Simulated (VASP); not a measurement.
An input for Ansatz (written as the equivalent of a VASP run, and not itself run):

Ansatz 0.2 input:
```yaml
crystal:
  lattice:
    - [0.0000000, 2.9070747, 2.9070747]
    - [2.9070747, 0.0000000, 2.9070747]
    - [2.9070747, 2.9070747, 0.0000000]
  atoms:
    - { symbol: Pb, position: [0.0000000, 0.0000000, 0.0000000] }
    - { symbol: F, position: [0.2500000, 0.2500000, 0.2500000] }
    - { symbol: F, position: [0.7500000, 0.7500000, 0.7500000] }
kpoints:
  mp_grid: { grid: [7, 7, 7] }
hamiltonian:
  xc: lda
  pseudopotentials: { kind: paw }
scf:
  occupations: { method: tetrahedron }
  max_iter: 100
output: { forces: true, stress: true, eigenvalues: true }
```

### Question
Write the VASP files for the same calculation (LDA).

### Answer
One answer among several that fit: 
**POSCAR**
```
PbF2
1
    0.0000000000     2.9070746576     2.9070746576
    2.9070746576     0.0000000000     2.9070746576
    2.9070746576     2.9070746576     0.0000000000
Pb F
1 2
Direct
  0.0000000000   0.0000000000   0.0000000000
  0.2500000000   0.2500000000   0.2500000000
  0.7500000000   0.7500000000   0.7500000000
```

**KPOINTS**
```
kpoints
0
gamma
 7 7 7
0 0 0
```

### INCAR
```
PREC  =  Accurate
NELM  =  100
NEDOS  =  601   # DOS grid
ALGO  =  Normal
ISMEAR  =  -5   # tetrahedra, Bloechl
LCHARG  =  T
ENCUT  =  520
LORBIT  =  11   # lm-projected
LREAL  =  F
SYSTEM  =  PbF2
EDIFF  =  1E-7
ISIF  =  2   # forces and stress, cell fixed
LMAXMIX  =  4   # l cut-off of mixed one-centre charges
LWAVE  =  F
LASPH  =  T
```

POTCAR, in this order: Pb_d F (LDA.64 set). Program: vasp_std.

What does not carry over: each code has its own PAW files, so the cut-off isn't converted (ENCUT is set for VASP's; basis.ecutwfc is left out, and Ansatz then takes the one that its files recommend); Ansatz stops its SCF on the density residual and VASP on the energy change (EDIFF); Ansatz's lda is the Perdew-Wang form, while the LDA potentials of VASP carry Perdew-Zunger's.

The compound is PbF2 in the fluorite structure, the β form. It was relaxed first, which changed the volume by -6 %.
